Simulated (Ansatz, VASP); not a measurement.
## Two plane-wave programs on Mo6CO

```
CELL_PARAMETERS angstrom
4.46954 0.00000 0.00000
-2.23477 3.87073 0.00000
0.00000 0.00000 22.25944
ATOMIC_POSITIONS crystal
Mo 0.66667 0.33333 0.17970
Mo 0.33333 0.66667 0.22069
Mo 0.00000 0.00000 0.26167
Mo 0.66667 0.33333 0.29901
Mo 0.33333 0.66667 0.33552
Mo 0.00000 0.00000 0.37105
C 0.16667 0.33333 0.44383
O 0.29643 0.59287 0.46989
```

Alike in both runs: task single point; functional PBE; k mesh 6 × 6 × 1; occupations gaussian, width 0.1 eV; no spin polarisation.

```csv
,VASP,Ansatz
version,VASP 6.6.1,Ansatz 0.2.0
potentials or method,"VASP PAW PBE potentials, release 64 (Mo_sv, C, O)","scalar-relativistic, plane waves, PAW"
plane-wave cutoff (eV),520,420
valence electrons in the cell,94,94
```

```tsv
	VASP	Ansatz	Ansatz less VASP
gap on the k mesh at the Fermi level (eV)	0.03	0.03	+0.001
least direct gap on the mesh (eV)	0.09	0.09	+0.001
rms of the force components (eV/Å)	0.986	0.890	-0.0960
```

Atom by atom the forces differ by 0.230 eV/Å (rms over components). With one functional, cell and mesh, what is left measures potentials, basis and numerics.

Caveats: the standard files for N, O and F lose accuracy on very short bonds.
